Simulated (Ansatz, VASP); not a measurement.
## Li16SO7 (a cell with a defect) in VASP and in Ansatz

```
Li S O
1.0
     0.00000    4.61000    4.61000
     4.61000    0.00000    4.61000
     4.61000    4.61000    0.00000
Li S O
16 1 7
Cartesian
  1.1525 1.1525 1.1525
  3.4575 3.4575 1.1525
  3.4575 1.1525 3.4575
  5.7625 3.4575 3.4575
  1.1525 3.4575 3.4575
  3.4575 5.7625 3.4575
  3.4575 3.4575 5.7625
  5.7625 5.7625 5.7625
  3.4575 3.4575 3.4575
  5.7625 5.7625 3.4575
  5.7625 3.4575 5.7625
  8.0675 5.7625 5.7625
  3.4575 5.7625 5.7625
  5.7625 8.0675 5.7625
  5.7625 5.7625 8.0675
  8.0675 8.0675 8.0675
  0.0000 0.0000 0.0000
  2.3050 2.3050 0.0000
  2.3050 0.0000 2.3050
  4.6100 2.3050 2.3050
  0.0000 2.3050 2.3050
  2.3050 4.6100 2.3050
  2.3050 2.3050 4.6100
  4.6100 4.6100 4.6100
```

Alike in both runs: task electric field gradients; functional PBE; k mesh 4 × 4 × 4; occupations fermi-dirac, width 0.01 eV; no spin polarisation.

|  | VASP | Ansatz |
| --- | --- | --- |
| version | VASP 6.6.1 | Ansatz 0.2.0 |
| potentials or method | VASP PAW PBE potentials, release 64 (Li_sv, S, O) | plane-wave PAW, scalar-relativistic |
| plane-wave cutoff (eV) | 520 | 420 |
| valence electrons in the cell | 96 | 96 |

|  | VASP | Ansatz | Ansatz less VASP |
| --- | --- | --- | --- |
| gap on the k mesh at the Fermi level (eV) | 4.13 | 4.14 | +0.014 |
| rms of the force components (eV/Å) | 0.854 | 0.837 | -0.0165 |
| Vzz of the field gradient on the site that differs most (V/Å²) | 1.9 | 1.1 | -0.85 |

Atom by atom the forces differ by 0.017 eV/Å (rms over components).

 As with any semilocal functional, this PBE gap is likely too small.
